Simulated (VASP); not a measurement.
An input for Ansatz (written as the equivalent of a VASP run, and not itself run):

Ansatz 0.2 input:
```yaml
crystal:
  lattice:
    - [0.0000000, 2.2430973, 2.2430973]
    - [2.2430973, 0.0000000, 2.2430973]
    - [2.2430973, 2.2430973, 0.0000000]
  atoms:
    - { symbol: B, position: [0.0000000, 0.0000000, 0.0000000] }
    - { symbol: P, position: [0.2500000, 0.2500000, 0.2500000] }
kpoints:
  mp_grid: { grid: [10, 10, 10] }
hamiltonian:
  xc: r2scan
  pseudopotentials: { kind: paw }
scf:
  occupations: { method: gaussian, width: 0.05 }
  max_iter: 100
output: { forces: true, stress: true, eigenvalues: true }
```

Problem. Translate this input to VASP (INCAR, KPOINTS, POSCAR, choice of POTCAR).

Solution. One answer among several that fit: 
### KPOINTS
```
Automatic mesh
0
Gamma
10 10 10
0 0 0
```

**POSCAR**
```
BP
1.0
  0.0000000000   2.2430973096   2.2430973096
  2.2430973096   0.0000000000   2.2430973096
  2.2430973096   2.2430973096   0.0000000000
B P
1 1
Direct
  0.0000000000   0.0000000000   0.0000000000
  0.2500000000   0.2500000000   0.2500000000
```

### INCAR
```
! general
SYSTEM =BP
PREC   =Accurate
ENCUT  =520
LREAL  =.False.   ! projection in real space or not
LASPH  =.True.   ! aspherical one-centre terms

! electronic loop
EDIFF  =1E-7
NELM   =100   ! most electronic steps
ALGO   =Normal
LMIXTAU=.True.

! smearing
ISMEAR =0   ! Gaussian
SIGMA  =0.05   ! width (eV)

! functional
METAGGA=R2SCAN

! ions
ISIF   =2   ! forces and stress, cell fixed

! output
LWAVE  =.False.
LCHARG =.False.
```

POTCAR, in this order: B P (PBE.64 set). Program: vasp_std.

The two are equivalent in intent, not identical: each code has its own PAW files, so the cut-off isn't converted (ENCUT is set for VASP's; basis.ecutwfc is left out, and Ansatz then takes the one that its files recommend); Ansatz stops its SCF on the density residual and VASP on the energy change (EDIFF).

The compound is BP in the zinc blende structure. This cell is one point of a volume scan, at 0.97 of the reference volume.
